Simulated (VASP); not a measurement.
Method: PBEsol GGA, VASP's PBE PAW potentials (set 64) (plane waves; VASP).

VASP input:

File POSCAR:
```
FeAl
1
    2.8414573466     0.0000000000     0.0000000000
    0.0000000000     2.8414573466     0.0000000000
    0.0000000000     0.0000000000     2.8414573466
Al Fe
1 1
Direct
  0.5000000000   0.5000000000   0.5000000000
  0.0000000000   0.0000000000   0.0000000000
```

INCAR:
```
LMAXMIX = 4
SYSTEM = FeAl
LREAL = F
LASPH = T   ! aspherical one-centre terms
NEDOS = 601
NELM = 100   ! most electronic steps
ALGO = Normal   ! blocked Davidson
PREC = Accurate
EDIFF = 1E-7
LORBIT = 11   ! lm-projected
GGA = PS   ! PBEsol
ISIF = 2
ISMEAR = -5   ! tetrahedra, Bloechl
LWAVE = F
LCHARG = T
ENCUT = 520   ! plane-wave cut-off (eV)
```

### KPOINTS
```
kpoints
0
Gamma
 14 14 14
0 0 0
```

POTCAR, in this order: Al Fe (PBE.64 set). Program: vasp_std.

The resulting files:

### OSZICAR
```
       N       E                     dE             d eps       ncg     rms          rms(c)
DAV:   1     0.313870749343E+02    0.31387E+02   -0.51418E+03  2176   0.125E+03
DAV:   2    -0.145665937288E+02   -0.45954E+02   -0.44576E+02  2168   0.182E+02
DAV:   3    -0.158493061894E+02   -0.12827E+01   -0.12558E+01  2495   0.413E+01
DAV:   4    -0.158757627307E+02   -0.26457E-01   -0.26448E-01  2788   0.534E+00
DAV:   5    -0.158762969500E+02   -0.53422E-03   -0.53438E-03  2606   0.669E-01    0.149E+01
DAV:   6    -0.178135963301E+02   -0.19373E+01   -0.78963E+01  2475   0.141E+02    0.181E+01
DAV:   7    -0.137613283219E+02    0.40523E+01   -0.38416E+01  2430   0.869E+01    0.266E+00
DAV:   8    -0.137223463620E+02    0.38982E-01   -0.25143E-01  2418   0.624E+00    0.154E+00
DAV:   9    -0.137046066417E+02    0.17740E-01   -0.51503E-02  2632   0.334E+00    0.393E-01
DAV:  10    -0.137040619194E+02    0.54472E-03   -0.10519E-03  2757   0.455E-01    0.188E-01
DAV:  11    -0.137040251423E+02    0.36777E-04   -0.35067E-05  2368   0.530E-02    0.923E-03
DAV:  12    -0.137040246905E+02    0.45180E-06   -0.48659E-06  2991   0.310E-02    0.516E-03
DAV:  13    -0.137040247691E+02   -0.78569E-07   -0.18988E-07  1261   0.518E-03
   1 F= -.13704025E+02 E0= -.13704025E+02  d E =0.000000E+00
```

### OUTCAR
```
------------------------ aborting loop because EDIFF is reached ----------------------------------------
  FORCE on cell =-STRESS in cart. coord.  units (eV):
  Direction    XX          YY          ZZ          XY          YZ          ZX
  --------------------------------------------------------------------------------------
  Total       -0.0172282     -0.0172282     -0.0172282     -0.0000000     -0.0000000      0.0000000
  in kB       -1.2031691     -1.2031691     -1.2031691     -0.0000000     -0.0000000      0.0000000
  external PRESSURE =      -1.2031691 kB  Pullay stress =       0.0000000 kB
  volume of cell :       22.94
      direct lattice vectors                 reciprocal lattice vectors
     2.841457347  0.000000000  0.000000000     0.351932082  0.000000000  0.000000000
     0.000000000  2.841457347  0.000000000     0.000000000  0.351932082  0.000000000
     0.000000000  0.000000000  2.841457347     0.000000000  0.000000000  0.351932082
 POSITION                                       TOTAL-FORCE (eV/Angst)
 -----------------------------------------------------------------------------------
      1.42073      1.42073      1.42073         0.000000      0.000000      0.000000
      0.00000      0.00000      0.00000         0.000000      0.000000      0.000000
 -----------------------------------------------------------------------------------
    total drift:                                0.000000      0.000000      0.000000
  FREE ENERGIE OF THE ION-ELECTRON SYSTEM (eV)
  ---------------------------------------------------
  free  energy   TOTEN  =       -13.7040247691 eV

  energy  without entropy=      -13.7040247691  energy(sigma->0) =      -13.70402477

 total charge

# of ion       s       p       d       tot
------------------------------------------
    1        0.404   0.452   0.000   0.855
    2        0.447   0.526   6.532   7.505
--------------------------------------------------
tot          0.851   0.978   6.532   8.360
```
(Selected blocks of OUTCAR.)

For a metal the tetrahedron method with Blöchl corrections gives inexact stress and forces.

The compound is FeAl in the CsCl type structure. It was relaxed first, which changed the volume by -7 %. The run is not spin-polarised, so no magnetic state was tried. The electron count is odd and the run is not spin-polarised, which forces a metal.
